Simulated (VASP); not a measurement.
CO, in a box:

```
C O
1.0
    11.46642    0.00000    0.00000
     0.00000   11.96642    0.00000
     0.00000    0.00000   12.46642
C O
1 1
Direct
  0.52198 0.51620 0.46124
  0.47738 0.49181 0.53989
```

Base run:

```yaml
Program: VASP 6.6.1
Functional: PBE
Dispersion: D3(BJ)
Potentials_or_basis: VASP PAW PBE potentials, release 64 (C, O)
Cutoff: 520 eV
k_mesh: 1 × 1 × 1
Occupations: gaussian, width 0.01 eV
Spin: no spin polarisation
```

Its results: gap between the frontier levels 6.91 eV.

**Question.** After a change of settings the same cell gave: gap between the frontier levels 7.01 eV. Which change was it?
A. cutoff from 520 eV to 400 eV; further incar settings from ALGO = Normal; EDIFF = 1e-06; NBANDS = 12; ISYM = 0 to ALGO = Normal; EDIFF = 1e-07; NBANDS = 12; ISYM = 0; IBRION = 5; POTIM = 0.015; NSW = 1
B. functional from PBE to r2SCAN; dispersion from D3(BJ) to rVV10; cutoff from 520 eV to 400 eV
C. functional from PBE to HSE06; cutoff from 520 eV to 400 eV; further incar settings from ALGO = Normal; EDIFF = 1e-06; NBANDS = 12; ISYM = 0 to ALGO = Damped; EDIFF = 1e-06; NBANDS = 12; ISYM = 0

**Answer.** A.

Caveats: the standard files for N, O and F lose accuracy on very short bonds; some modes are imaginary (some runs).

Not every run made on this cell is shown here.
